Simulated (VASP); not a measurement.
An input for Quantum ESPRESSO's pw.x (written as the equivalent of a VASP run, and not itself run):

```
&CONTROL
  calculation = 'vc-relax'
  pseudo_dir = './pseudo'
  outdir = './out'
  tprnfor = .true.
  tstress = .true.
  nstep = 60
  forc_conv_thr = 0.00039
/
&SYSTEM
  ibrav = 0
  nat = 1
  ntyp = 1
  ecutwfc = 82
  occupations = 'smearing'
  smearing = 'methfessel-paxton'
  degauss = 0.00735
  input_dft = 'revpbe'
/
&ELECTRONS
  conv_thr = 7.3e-08
  electron_maxstep = 100
/
&IONS
/
&CELL
/
ATOMIC_SPECIES
  Nb 92.906 Nb.upf
CELL_PARAMETERS angstrom
    -1.6500000    1.6500000    1.6500000
     1.6500000   -1.6500000    1.6500000
     1.6500000    1.6500000   -1.6500000
ATOMIC_POSITIONS crystal
  Nb   0.0000000  0.0000000  0.0000000
K_POINTS automatic
  14 14 14 0 0 0
```

Translate this input to VASP (INCAR, KPOINTS, POSCAR, choice of POTCAR).

Several could match; the one computed here: 
### KPOINTS
```
Automatic mesh
0
Gamma
14 14 14
0 0 0
```

INCAR:
```
# general
SYSTEM =Nb
PREC   =Accurate
ENCUT  =520
LREAL  =.FALSE.
LASPH  =.TRUE.

# electronic loop
EDIFF  =1E-6
NELM   =100
ALGO   =Normal
LMAXMIX=4

# smearing
ISMEAR =1
SIGMA  =0.1

# functional
GGA    =RE

# ions
IBRION =2
NSW    =60
ISIF   =3
EDIFFG =-0.01

# output
LWAVE  =.FALSE.
LCHARG =.FALSE.
```

### POSCAR
```
Nb
1.0
 -1.6500000000   1.6500000000   1.6500000000
  1.6500000000  -1.6500000000   1.6500000000
  1.6500000000   1.6500000000  -1.6500000000
Nb
1
Direct
  0.0000000000   0.0000000000   0.0000000000
```

POTCAR, in this order: Nb_sv (PBE.64 set). Program: vasp_std.

What does not carry over: the potentials are each code's own (VASP's PAW set, PseudoDojo norm-conserving files in pw.x), so ENCUT and ecutwfc are chosen apart and not converted; conv_thr bounds pw.x's estimated SCF error, while EDIFF bounds the energy change between steps; forc_conv_thr acts on force components and is met together with etot_conv_thr.

The compound is Nb in the bcc structure. This run relaxes it. Symmetry was kept, so distortions that lower it aren't found.
